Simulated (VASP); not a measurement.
All values below come from PBE GGA, VASP's PBE PAW potentials (set 64) (plane waves; VASP).

VASP input:

**POSCAR**
```
Pt3Ti
3.99840
  1.0000000000   0.0000000000   0.0000000000
  0.0000000000   1.0000000000   0.0000000000
  0.0000000000   0.0000000000   1.0000000000
Ti Pt
1 3
Cart
  0.0000000000   0.0000000000   0.0000000000
  0.0000000000   0.5000000000   0.5000000000
  0.5000000000   0.0000000000   0.5000000000
  0.5000000000   0.5000000000   0.0000000000
```

KPOINTS:
```
kpoints
0
G
 7 7 7
```

INCAR:
```
LWAVE = .FALSE.
SYSTEM = Pt3Ti
ENCUT = 400
LREAL = .FALSE.
ALGO = Normal   # blocked Davidson
SIGMA = 0.1   # width (eV)
EDIFF = 1E-6   # SCF stop (eV)
GGA = PE   # PBE
NBANDS = 22
PREC = Accurate
NELM = 100
ISMEAR = 1   # Methfessel-Paxton
LMAXMIX = 6   # l cut-off of mixed one-centre charges
LCHARG = .FALSE.
ISIF = 2
LASPH = .TRUE.   # aspherical one-centre terms
```

POTCAR, in this order: Ti_sv Pt (PBE.64 set). Program: vasp_std.

Unless said otherwise, spin-orbit coupling is left out, though it shifts the bands of the heavy elements here.

Task: What does the run give for the energy per atom (σ→0), pressure, band gap (on the k-mesh)?

Result: 
The energy per atom (σ→0) is -7.369 eV/atom and the band gap (on the k-mesh) comes out as none (metal, semimetal or under 0.01 eV). The pressure comes out as -8.58 GPa.

OSZICAR:
```
...
DAV:  13    -0.294723398550E+02   -0.16128E-02   -0.14615E-02  1160   0.129E-01    0.142E-01
DAV:  14    -0.294744955692E+02   -0.21557E-02   -0.11480E-02  1266   0.168E-01    0.621E-02
DAV:  15    -0.294746653993E+02   -0.16983E-03   -0.19874E-03  1204   0.567E-02    0.396E-02
DAV:  16    -0.294746750728E+02   -0.96735E-05   -0.45415E-04  1302   0.913E-02    0.293E-02
DAV:  17    -0.294746771803E+02   -0.21075E-05   -0.35914E-05   992   0.203E-02    0.253E-02
DAV:  18    -0.294746735383E+02    0.36420E-05   -0.20211E-05  1168   0.179E-02    0.124E-02
DAV:  19    -0.294746732612E+02    0.27707E-06   -0.46779E-06   626   0.606E-03
   1 F= -.29474673E+02 E0= -.29475055E+02  d E =0.114654E-02
```

The compound is Pt3Ti in the L1_2 structure. The cell was not relaxed at this level. The run is one of a series of settings (NBANDS = 22 against the base run), some of them coarse on purpose. VASP warned that the highest band is occupied, so more bands are needed.
